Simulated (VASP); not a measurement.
Given:

```xyz
2
Lattice="0.0000 2.3807 2.3807 2.3807 0.0000 2.3807 2.3807 2.3807 0.0000" Properties=species:S:1:pos:R:3 pbc="T T T"
Cd     0.0000     0.0000     0.0000
O      2.3807     2.3807     2.3807
```

Method: PBE GGA with D3 dispersion (zero damping), VASP's PBE PAW potentials (set 64) (plane waves; VASP). Numerical set-up: 520 eV cut-off, Gaussian smearing of 0.050 eV, potentials Cd O.

Give the energies of bands 2 to 10 at the high-symmetry points, in eV from the Fermi level.

```json
[
 {"band": "2", "Γ": "-6.62", "X": "-7.03", "U": "-6.99", "L": "-7.43", "W": "-6.76"},
 {"band": "3", "Γ": "-6.62", "X": "-6.09", "U": "-6.58", "L": "-7.13", "W": "-6.71"},
 {"band": "4", "Γ": "-6.62", "X": "-5.99", "U": "-6.42", "L": "-7.13", "W": "-6.71"},
 {"band": "5", "Γ": "-6.34", "X": "-5.99", "U": "-6.07", "L": "-6.11", "W": "-5.99"},
 {"band": "6", "Γ": "-6.34", "X": "-5.72", "U": "-5.97", "L": "-6.11", "W": "-5.82"},
 {"band": "7", "Γ": "-1.16", "X": "-4.03", "U": "-3.19", "L": "-3.69", "W": "-2.79"},
 {"band": "8", "Γ": "-1.16", "X": "-2.09", "U": "-2.71", "L": "0.02", "W": "-2.79"},
 {"band": "9", "Γ": "-1.16", "X": "-2.09", "U": "-1.15", "L": "0.02", "W": "-1.76"},
 {"band": "10", "Γ": "-0.48", "X": "3.74", "U": "5.25", "L": "4.45", "W": "5.79"}
]
```

It has no gap at this level: it comes out as a metal or semimetal.

The compound is CdO in the rock salt structure. It was relaxed first.
